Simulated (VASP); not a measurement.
An input for Quantum ESPRESSO's pw.x (written as the equivalent of a VASP run, and not itself run):

```
&CONTROL
  calculation = 'scf'
  pseudo_dir = './pseudo'
  outdir = './out'
  tprnfor = .true.
  tstress = .true.
/
&SYSTEM
  ibrav = 0
  nat = 2
  ntyp = 2
  ecutwfc = 82
  occupations = 'smearing'
  smearing = 'gaussian'
  degauss = 0.003675
  input_dft = 'pbe'
/
&ELECTRONS
  conv_thr = 7.3e-08
  electron_maxstep = 100
/
ATOMIC_SPECIES
  Ag 107.868 Ag.upf
  Br 79.904 Br.upf
CELL_PARAMETERS angstrom
     0.0000000    2.9193773    2.9193773
     2.9193773    0.0000000    2.9193773
     2.9193773    2.9193773    0.0000000
ATOMIC_POSITIONS crystal
  Ag   0.0000000  0.0000000  0.0000000
  Br   0.5000000  0.5000000  0.5000000
K_POINTS automatic
  6 6 6 0 0 0
```

Translate this input to VASP (INCAR, KPOINTS, POSCAR, choice of POTCAR).

One answer among several that fit: 
**KPOINTS**
```
Regular mesh
0
Gamma
 6 6 6
0 0 0
```

POSCAR:
```
AgBr
1
    0.0000000000     2.9193772982     2.9193772982
    2.9193772982     0.0000000000     2.9193772982
    2.9193772982     2.9193772982     0.0000000000
Ag Br
1 1
Direct
  0.0000000000   0.0000000000   0.0000000000
  0.5000000000   0.5000000000   0.5000000000
```

### INCAR
```
! general
SYSTEM   =  AgBr
PREC     =  Accurate
ENCUT    =  520
LREAL    =  .FALSE.
LASPH    =  .TRUE.

! electronic loop
EDIFF    =  1E-6
NELM     =  100
ALGO     =  Normal
LMAXMIX  =  4

! smearing
ISMEAR   =  0
SIGMA    =  0.05

! functional
GGA      =  PE

! output
LWAVE    =  .TRUE.
LCHARG   =  .FALSE.
```

POTCAR, in this order: Ag Br (PBE.64 set). Program: vasp_std.

What does not carry over: the potentials are each code's own (VASP's PAW set, PseudoDojo norm-conserving files in pw.x), so ENCUT and ecutwfc are chosen apart and not converted; conv_thr bounds pw.x's estimated SCF error, while EDIFF bounds the energy change between steps.

The compound is AgBr in the rock salt structure. It was relaxed first.
